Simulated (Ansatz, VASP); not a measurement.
# Two plane-wave programs on Al3Pd

The input INCAR:

```
SYSTEM = Al3Pd
ALGO = Normal
EDIFF = 1E-7
ENCUT = 520
GGA = PE
ISIF = 2
ISMEAR = -1
LASPH = .TRUE.
LCHARG = .FALSE.
LREAL = .FALSE.
LWAVE = .FALSE.
NBANDS = 18
NELM = 80
PREC = Accurate
SIGMA = 0.05
```

File KPOINTS:

```
k-points
0
G
  7 7 7
  0 0 0
```

The input POSCAR:

```
Al3Pd
1.0
    3.9204198730      0.0000000000      0.0000000000
    0.0000000000      3.9204198730      0.0000000000
    0.0000000000      0.0000000000      3.9204198730
Pd Al
1 3
Direct
    0.0000000000      0.0000000000      0.0000000000
    0.5000000000      0.5000000000      0.0000000000
    0.5000000000      0.0000000000      0.5000000000
    0.0000000000      0.5000000000      0.5000000000
```

The input input.yaml:

```yaml
crystal:
  lattice:
    - [3.920419873, 0.0, 0.0]
    - [0.0, 3.920419873, 0.0]
    - [0.0, 0.0, 3.920419873]
  atoms:
    - { symbol: Pd, position: [0.0, 0.0, 0.0] }
    - { symbol: Al, position: [0.5, 0.5, 0.0] }
    - { symbol: Al, position: [0.5, 0.0, 0.5] }
    - { symbol: Al, position: [0.0, 0.5, 0.5] }
hamiltonian:
  xc: pbe
  pseudopotentials: { kind: paw }
kpoints:
  mp_grid: { grid: [7, 7, 7] }
scf:
  occupations: { method: fermi_dirac, width: 0.05 }
output:
  forces: true
  stress: true
  eigenvalues: true
  write_density: true
  write_potential: true
  elf: true
  volumetric_format: npy
```

Change from the starting cell: volume scaled by 0.98.

Alike in both runs: task single point; functional PBE; k mesh 7 × 7 × 7; occupations fermi-dirac, width 0.05 eV; no spin polarisation.

|  | VASP | Ansatz |
| --- | --- | --- |
| version | VASP 6.6.1 | Ansatz 0.2.0 |
| potentials or method | VASP PAW PBE potentials, release 64 (Pd, Al) | Ansatz PAW |
| plane-wave cutoff (eV) | 520 | 420 |
| valence electrons in the cell | 19 | 27 |

|  | VASP | Ansatz | Ansatz less VASP |
| --- | --- | --- | --- |
| gap on the k mesh at the Fermi level (eV) | none | none | - |
| pressure (GPa) | 3.8 | 3.8 | +0.03 |

A gap of «none» marks a metal or a gap that the smearing closes. The two sets of potentials don't hold the same shells in valence.
